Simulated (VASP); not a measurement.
A VASP calculation is set up with these files.

### INCAR
```
SYSTEM  =  FePt
PREC  =  Accurate; ENCUT  =  520; LREAL  =  .False.
LASPH  =  .True.
EDIFF  =  1E-6; NELM  =  100; ALGO  =  Normal
LMAXMIX  =  6
ISMEAR  =  1; SIGMA  =  0.1
GGA  =  RP
MAGMOM  =  3.0 0.3
ISPIN  =  2
IBRION  =  2; NSW  =  60; ISIF  =  3
EDIFFG  =  -0.01
LWAVE  =  .False.; LCHARG  =  .False.; LORBIT  =  10
```

File POSCAR:
```
FePt
1
    2.7545161510    -0.0000000000    -0.0000000000
    0.0000000000     2.7545161510    -0.0000000000
   -0.0000000000    -0.0000000000     3.7807595499
Fe Pt
1 1
Direct
  0.0000000000   0.0000000000   0.0000000000
  0.5000000000   0.5000000000   0.5000000000
```

File KPOINTS:
```
kpoints
0
Gamma
  12 12 9
```

POTCAR, in this order: Fe Pt (PBE.64 set). Program: vasp_std.

Question: Write an equivalent input for Ansatz.

Answer: One equivalent input (not run):
Ansatz 0.2 input:
```yaml
crystal:
  lattice:
    - [2.7545162, 0.0000000, 0.0000000]
    - [0.0000000, 2.7545162, 0.0000000]
    - [0.0000000, 0.0000000, 3.7807595]
  atoms:
    - { symbol: Fe, position: [0.0000000, 0.0000000, 0.0000000], spin: 3 }
    - { symbol: Pt, position: [0.5000000, 0.5000000, 0.5000000], spin: 0.3 }
kpoints:
  mp_grid: { grid: [12, 12, 9] }
hamiltonian:
  xc: rpbe
  pseudopotentials: { kind: paw }
magnetization: { spin_polarized: true }
scf:
  occupations: { method: methfessel_paxton, width: 0.1 }
  max_iter: 100
relax:
  max_steps: 60
  f_tol: 0.01
  cell: {}
output: { forces: true, stress: true, eigenvalues: true }
```
What does not carry over: each code has its own PAW files, so the cut-off isn't converted (ENCUT is set for VASP's; basis.ecutwfc is left out, and Ansatz then takes the one that its files recommend); Ansatz stops its SCF on the density residual and VASP on the energy change (EDIFF).

The compound is FePt in the L1_0 structure. It was relaxed first. The start is the result of an earlier pass.
